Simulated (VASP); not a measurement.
Output of a VASP run:

**OSZICAR**
```
       N       E                     dE             d eps       ncg     rms          rms(c)
DAV:   1     0.537504463760E+02    0.53750E+02   -0.55963E+03  1248   0.917E+02
DAV:   2    -0.108425194212E+02   -0.64593E+02   -0.60564E+02  1373   0.206E+02
DAV:   3    -0.126487305671E+02   -0.18062E+01   -0.17731E+01  1460   0.362E+01
DAV:   4    -0.126692068448E+02   -0.20476E-01   -0.20466E-01  1458   0.430E+00
DAV:   5    -0.126695958737E+02   -0.38903E-03   -0.38901E-03  1482   0.592E-01    0.116E+01
DAV:   6    -0.121271787701E+02    0.54242E+00   -0.62181E+00  1307   0.282E+01    0.554E+00
DAV:   7    -0.119532673354E+02    0.17391E+00   -0.92206E-01  1280   0.121E+01    0.340E+00
DAV:   8    -0.119338521055E+02    0.19415E-01   -0.38153E-02  1370   0.157E+00    0.576E-01
DAV:   9    -0.119312221386E+02    0.26300E-02   -0.80373E-03  1403   0.104E+00    0.170E-01
DAV:  10    -0.119312603092E+02   -0.38171E-04   -0.94040E-04  1346   0.224E-01    0.406E-02
DAV:  11    -0.119312558335E+02    0.44756E-05   -0.19351E-05  1441   0.398E-02    0.170E-02
DAV:  12    -0.119312543547E+02    0.14788E-05   -0.72871E-06  1439   0.235E-02    0.521E-03
DAV:  13    -0.119312540977E+02    0.25707E-06   -0.28239E-07   724   0.499E-03
   1 F= -.11931254E+02 E0= -.11930774E+02  d E =-.119313E+02
       N       E                     dE             d eps       ncg     rms          rms(c)
DAV:   1    -0.119323500796E+02   -0.10957E-02   -0.16650E-02  1238   0.159E+00    0.226E-01
DAV:   2    -0.119314573415E+02    0.89274E-03   -0.75933E-03  1253   0.108E+00    0.956E-02
DAV:   3    -0.119312689032E+02    0.18844E-03   -0.69904E-04  1286   0.332E-01    0.364E-02
DAV:   4    -0.119312532849E+02    0.15618E-04   -0.16208E-04  1238   0.790E-02    0.155E-02
DAV:   5    -0.119312510082E+02    0.22766E-05   -0.90323E-06  1337   0.250E-02    0.112E-02
DAV:   6    -0.119312521404E+02   -0.11321E-05   -0.10524E-06   814   0.961E-03    0.269E-03
DAV:   7    -0.119312522281E+02   -0.87701E-07   -0.67853E-07   649   0.785E-03
   2 F= -.11931252E+02 E0= -.11930775E+02  d E =0.186957E-05
       N       E                     dE             d eps       ncg     rms          rms(c)
DAV:   1    -0.119315494659E+02   -0.29733E-03   -0.40882E-03  1238   0.787E-01    0.112E-01
DAV:   2    -0.119313312426E+02    0.21822E-03   -0.18723E-03  1247   0.535E-01    0.477E-02
DAV:   3    -0.119312835540E+02    0.47689E-04   -0.17244E-04  1274   0.165E-01    0.184E-02
DAV:   4    -0.119312781652E+02    0.53888E-05   -0.39276E-05  1241   0.390E-02    0.760E-03
DAV:   5    -0.119312774664E+02    0.69872E-06   -0.22893E-06  1028   0.128E-02
   3 F= -.11931277E+02 E0= -.11930799E+02  d E =-.233688E-04
```

**OUTCAR**
```
------------------------ aborting loop because EDIFF is reached ----------------------------------------
  FORCE on cell =-STRESS in cart. coord.  units (eV):
  Direction    XX          YY          ZZ          XY          YZ          ZX
  --------------------------------------------------------------------------------------
  Total        0.0007536      0.0007536      0.0007536      0.0000000      0.0000000      0.0000000
  in kB        0.0323841      0.0323841      0.0323841      0.0000000      0.0000000      0.0000000
  external PRESSURE =       0.0323841 kB  Pullay stress =       0.0000000 kB
  volume of cell :       37.28
      direct lattice vectors                 reciprocal lattice vectors
    -0.000000000  2.651536442  2.651536442    -0.188569914  0.188569914  0.188569914
     2.651536442 -0.000000000  2.651536442     0.188569914 -0.188569914  0.188569914
     2.651536442  2.651536442  0.000000000     0.188569914  0.188569914 -0.188569914
 POSITION                                       TOTAL-FORCE (eV/Angst)
 -----------------------------------------------------------------------------------
      0.00000      0.00000      0.00000        -0.000000      0.000000      0.000000
      1.32577      1.32577      1.32577         0.000000     -0.000000     -0.000000
 -----------------------------------------------------------------------------------
    total drift:                               -0.000000     -0.000000     -0.000000
  FREE ENERGIE OF THE ION-ELECTRON SYSTEM (eV)
  ---------------------------------------------------
  free  energy   TOTEN  =       -11.9312774664 eV

  energy  without entropy=      -11.9298416372  energy(sigma->0) =      -11.93079886

 reached required accuracy - stopping structural energy minimisation
```
(Selected blocks of OUTCAR.)

File POSCAR:
```
PdP
1
    0.0000000000     2.6526749096     2.6526749096
    2.6526749096     0.0000000000     2.6526749096
    2.6526749096     2.6526749096    -0.0000000000
Pd P
1 1
Direct
  1.0000000000   0.0000000000   1.0000000000
  0.2500000000   0.2500000000   0.2500000000
```

**Question.** Write an INCAR and KPOINTS that could have produced this output.

**Answer.** Several could match; the one computed here: the input of the run itself, PBEsol GGA, plane waves, VASP's PBE PAW potentials (set 64).

**KPOINTS**
```
kpoints
0
gamma
11 11 11
0 0 0
```

INCAR:
```
# general
SYSTEM  = PdP
PREC    = Accurate
ENCUT   = 400
LREAL   = .FALSE.
LASPH   = .TRUE.

# electronic loop
EDIFF   = 1E-6
NELM    = 100
ALGO    = Normal
LMAXMIX = 4

# smearing
ISMEAR  = 1
SIGMA   = 0.1

# functional
GGA     = PS

# ions
IBRION  = 2
NSW     = 60
ISIF    = 3
EDIFFG  = -0.01

# output
LWAVE   = .FALSE.
LCHARG  = .FALSE.
```

POTCAR, in this order: Pd P (PBE.64 set). Program: vasp_std.

The structure was generated: PdP was put into the zinc blende type (F-43m), which need not be its known phase. This run relaxes it. Symmetry was kept, so distortions that lower it aren't found. The start is the result of an earlier pass. The electron count is odd and the run is not spin-polarised, which forces a metal.
